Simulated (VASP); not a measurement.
An input for Ansatz (written as the equivalent of a VASP run, and not itself run):

Ansatz 0.2 input:
```yaml
crystal:
  lattice:
    - [1.6526885, -5.4156590, 0.0000000]
    - [1.6526885, 5.4156590, 0.0000000]
    - [0.0000000, 0.0000000, 4.5371630]
  atoms:
    - { symbol: P, position: [0.0974216, 0.9025784, 0.9105585] }
    - { symbol: P, position: [0.4025784, 0.5974216, 0.4105585] }
    - { symbol: P, position: [0.5974216, 0.4025784, 0.5894415] }
    - { symbol: P, position: [0.9025784, 0.0974216, 0.0894415] }
kpoints:
  mp_grid: { grid: [6, 6, 5] }
hamiltonian:
  xc: r2scan
  pseudopotentials: { kind: paw }
scf:
  occupations: { method: gaussian, width: 0.05 }
  max_iter: 100
relax:
  max_steps: 60
  f_tol: 0.02
  cell: {}
output: { forces: true, stress: true, eigenvalues: true }
```

Task: Translate this input to VASP (INCAR, KPOINTS, POSCAR, choice of POTCAR).

Result: This is not unique; one that fits is 
### POSCAR
```
P
1
    1.6526885056    -5.4156589548     0.0000000000
    1.6526885056     5.4156589548    -0.0000000000
    0.0000000000    -0.0000000000     4.5371629603
P
4
Direct
  0.0974215512   0.9025784488   0.9105584827
  0.4025784488   0.5974215512   0.4105584827
  0.5974215512   0.4025784488   0.5894415173
  0.9025784488   0.0974215512   0.0894415173
```

**KPOINTS**
```
Automatic
0
gamma
 6 6 5
```

**INCAR**
```
SYSTEM=P
PREC=Accurate; ENCUT=400; LREAL=.FALSE.
LASPH=.TRUE.
EDIFF=1E-6; NELM=100; ALGO=Normal
LMIXTAU=.TRUE.
ISMEAR=0; SIGMA=0.05
METAGGA=R2SCAN
IBRION=2; NSW=60; ISIF=3
EDIFFG=-0.02
LWAVE=.FALSE.; LCHARG=.FALSE.
```

POTCAR, in this order: P (PBE.64 set). Program: vasp_std.

The two are equivalent in intent, not identical: each code has its own PAW files, so the cut-off isn't converted (ENCUT is set for VASP's; basis.ecutwfc is left out, and Ansatz then takes the one that its files recommend); Ansatz stops its SCF on the density residual and VASP on the energy change (EDIFF).

The compound is P in the black structure. This run relaxes it. Symmetry was kept, so distortions that lower it aren't found. The start is the result of an earlier pass.
